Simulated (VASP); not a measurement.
These are r2SCAN meta-GGA, VASP's PBE PAW potentials (set 64) (plane waves; VASP 6.6.1) values and carry that method's errors.

A VASP calculation is set up with these files.

INCAR:
```
# general
SYSTEM  = Zr
PREC    = Accurate
ENCUT   = 400   # plane-wave cut-off (eV)
LREAL   = .FALSE.
LASPH   = .TRUE.

# electronic loop
EDIFF   = 1E-6
NELM    = 100   # most electronic steps
ALGO    = Normal   # blocked Davidson
LMAXMIX = 4   # l cut-off of mixed one-centre charges
LMIXTAU = .TRUE.

# smearing
ISMEAR  = 1   # Methfessel-Paxton
SIGMA   = 0.1   # width (eV)

# functional
METAGGA = R2SCAN

# ions
IBRION  = 2
NSW     = 60   # most ionic steps
ISIF    = 3   # ions, shape and volume
EDIFFG  = -0.01   # ionic stop

# output
LWAVE   = .FALSE.
LCHARG  = .FALSE.
```

**KPOINTS**
```
K-points
0
Gamma
11 11 11
0 0 0
```

File POSCAR:
```
Zr
1.0
  2.8996927392   0.0000000000   0.0000000000
  0.0000000000   2.8996927392   0.0000000000
  0.0000000000   0.0000000000   2.8996927392
Zr
1
Cartesian
  0.0000000000   0.0000000000   0.0000000000
```

POTCAR, in this order: Zr_sv (PBE.64 set). Program: vasp_std.

Output

### OUTCAR
```
 ion  position               nearest neighbor table
   1  0.000  0.000  0.000-
  LATTYP: Found a simple cubic cell.
 ALAT       =     2.8996927392
 Subroutine PRICEL returns:
 Original cell was already a primitive cell.
 Subroutine GETGRP returns: Found 48 space group operations
The static configuration has the point symmetry O_h .
The dynamic configuration has the point symmetry O_h .
 Subroutine INISYM returns: Found 48 space group operations
 Subroutine IBZKPT returns following result:
 Found     56 irreducible k-points:

 Following reciprocal coordinates:
            Coordinates               Weight
  0.000000  0.000000  0.000000      1.000000
  0.090909  0.000000  0.000000      6.000000
  0.181818  0.000000  0.000000      6.000000
  0.272727  0.000000  0.000000      6.000000
  0.363636  0.000000  0.000000      6.000000
  0.454545  0.000000  0.000000      6.000000
  0.090909  0.090909  0.000000     12.000000
  0.181818  0.090909  0.000000     24.000000
  0.272727  0.090909  0.000000     24.000000
  0.363636  0.090909  0.000000     24.000000
...
```

### OSZICAR
```
       N       E                     dE             d eps       ncg     rms          rms(c)
DAV:   1     0.546526379034E+02    0.54653E+02   -0.63572E+03  1144   0.102E+03
DAV:   2    -0.254959143070E+02   -0.80149E+02   -0.78505E+02  1268   0.280E+02
DAV:   3    -0.285173285413E+02   -0.30214E+01   -0.29013E+01  1654   0.440E+01
DAV:   4    -0.285918036035E+02   -0.74475E-01   -0.74186E-01  1334   0.660E+00
DAV:   5    -0.285946049605E+02   -0.28014E-02   -0.27982E-02  1592   0.875E-01    0.133E+01
DAV:   6    -0.210256570438E+02    0.75689E+01   -0.45655E+00  1470   0.186E+01    0.306E+00
DAV:   7    -0.220210573598E+02   -0.99540E+00   -0.86841E-01  1158   0.848E+00    0.115E+00
DAV:   8    -0.217574331702E+02    0.26362E+00   -0.27752E-01  1616   0.459E+00    0.103E+00
DAV:   9    -0.215875335049E+02    0.16990E+00   -0.45626E-01  1376   0.752E+00    0.158E+00
DAV:  10    -0.217653393038E+02   -0.17781E+00   -0.87573E-02  1386   0.349E+00    0.839E-01
DAV:  11    -0.217749915836E+02   -0.96523E-02   -0.38484E-02  1184   0.216E+00    0.228E-01
DAV:  12    -0.217859210363E+02   -0.10929E-01   -0.18284E-02  1362   0.137E+00    0.871E-02
DAV:  13    -0.217883477381E+02   -0.24267E-02   -0.33650E-03  1156   0.640E-01    0.902E-02
DAV:  14    -0.217883693145E+02   -0.21576E-04   -0.98153E-05  1464   0.693E-02    0.831E-02
DAV:  15    -0.217884263287E+02   -0.57014E-04   -0.37687E-04  1140   0.185E-01    0.314E-02
DAV:  16    -0.217883984205E+02    0.27908E-04   -0.61230E-05  1202   0.817E-02    0.155E-02
DAV:  17    -0.217883985217E+02   -0.10123E-06   -0.24793E-06  1148   0.141E-02
   1 F= -.21788399E+02 E0= -.21788931E+02  d E =-.217884E+02
       N       E                     dE             d eps       ncg     rms          rms(c)
DAV:   1    -0.217891053691E+02   -0.70695E-03   -0.24130E-02  1242   0.186E+00    0.265E-01
DAV:   2    -0.217884174342E+02    0.68793E-03   -0.19781E-03  1250   0.530E-01    0.730E-02
DAV:   3    -0.217883316497E+02    0.85785E-04   -0.66071E-04  1388   0.241E-01    0.450E-02
DAV:   4    -0.217883470500E+02   -0.15400E-04   -0.71400E-05  1274   0.938E-02    0.238E-02
DAV:   5    -0.217883624914E+02   -0.15441E-04   -0.90185E-05  1222   0.107E-01    0.706E-03
DAV:   6    -0.217883916185E+02   -0.29127E-04   -0.43249E-05  1156   0.743E-02    0.440E-03
DAV:   7    -0.217883951871E+02   -0.35686E-05   -0.72123E-06  1344   0.259E-02    0.394E-03
DAV:   8    -0.217883951486E+02    0.38488E-07   -0.24290E-07   568   0.559E-03
   2 F= -.21788395E+02 E0= -.21788922E+02  d E =0.337308E-05
       N       E                     dE             d eps       ncg     rms          rms(c)
DAV:   1    -0.217886252918E+02   -0.23010E-03   -0.74953E-03  1226   0.104E+00    0.146E-01
DAV:   2    -0.217884220110E+02    0.20328E-03   -0.61948E-04  1204   0.298E-01    0.404E-02
DAV:   3    -0.217883960038E+02    0.26007E-04   -0.21407E-04  1382   0.134E-01    0.251E-02
DAV:   4    -0.217884003146E+02   -0.43108E-05   -0.15765E-05  1240   0.435E-02    0.137E-02
DAV:   5    -0.217884011824E+02   -0.86783E-06   -0.22282E-05  1490   0.493E-02    0.386E-03
DAV:   6    -0.217884068559E+02   -0.56735E-05   -0.84819E-06  1140   0.332E-02    0.231E-03
DAV:   7    -0.217884077724E+02   -0.91653E-06   -0.94830E-07   722   0.106E-02
   3 F= -.21788408E+02 E0= -.21788939E+02  d E =-.925071E-05
```

File OUTCAR:
```
------------------------ aborting loop because EDIFF is reached ----------------------------------------
  FORCE on cell =-STRESS in cart. coord.  units (eV):
  Direction    XX          YY          ZZ          XY          YZ          ZX
  --------------------------------------------------------------------------------------
  Total       -0.0003820     -0.0003820     -0.0003820     -0.0000000     -0.0000000      0.0000000
  in kB       -0.0251316     -0.0251316     -0.0251316     -0.0000000     -0.0000000      0.0000000
  external PRESSURE =      -0.0251316 kB  Pullay stress =       0.0000000 kB
  volume of cell :       24.35
      direct lattice vectors                 reciprocal lattice vectors
     2.898544548  0.000000000  0.000000000     0.345000735 -0.000000000 -0.000000000
     0.000000000  2.898544548 -0.000000000    -0.000000000  0.345000735  0.000000000
     0.000000000 -0.000000000  2.898544548    -0.000000000  0.000000000  0.345000735
 POSITION                                       TOTAL-FORCE (eV/Angst)
 -----------------------------------------------------------------------------------
      0.00000      0.00000      0.00000        -0.000000      0.000000      0.000000
 -----------------------------------------------------------------------------------
    total drift:                               -0.000000     -0.000000     -0.000000
  FREE ENERGIE OF THE ION-ELECTRON SYSTEM (eV)
  ---------------------------------------------------
  free  energy   TOTEN  =       -21.7884077724 eV

  energy  without entropy=      -21.7900004231  energy(sigma->0) =      -21.78893866

 reached required accuracy - stopping structural energy minimisation
```
(Selected blocks of OUTCAR.)

File CONTCAR:
```
Zr
   1.00000000000000
     2.8985445479863929    0.0000000000000000    0.0000000000000000
     0.0000000000000000    2.8985445479863929   -0.0000000000000000
     0.0000000000000000   -0.0000000000000000    2.8985445479863929
  Zr
     1
Direct
     0.0000000000000000    0.0000000000000000    0.0000000000000000
```

The structure was generated: Zr was put into the simple-cubic type (Pm-3m), which need not be its known phase. This run relaxes it. Symmetry was kept, so distortions that lower it aren't found. The start is the result of an earlier pass.
